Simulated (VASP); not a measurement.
Input:

```
CELL_PARAMETERS angstrom
      0.00000     2.23280     2.23280
      2.23280     0.00000     2.23280
      2.23280     2.23280     0.00000
ATOMIC_POSITIONS crystal
  Hf 0.00000 0.00000 0.00000
```

Calculation: r2SCAN meta-GGA, VASP's PBE PAW potentials (set 64) (plane waves; VASP 6.6.1). Run with 400 eV cut-off, 16×16×16 Γ-centred mesh, tetrahedra with Blöchl corrections, potentials Hf_pv.

### Question
Give the energies of bands 4 to 8 at the high-symmetry points, in eV from the Fermi level.

### Answer

| band | Γ | X | U | L | W |
|---|---|---|---|---|---|
| 4 | -7.58 | -3.35 | -2.26 | -3.75 | -1.85 |
| 5 | 1.60 | -2.19 | -1.52 | 0.38 | -0.44 |
| 6 | 1.60 | 2.46 | 0.80 | 1.40 | -0.44 |
| 7 | 1.60 | 6.79 | 4.34 | 1.40 | 2.81 |
| 8 | 4.61 | 7.30 | 6.29 | 6.71 | 7.31 |

It has no gap at this level: it comes out as a metal or semimetal.

The structure comes from a computed database's Hf entry (Fm-3m); how it stands against other phases isn't given here. It was relaxed first.
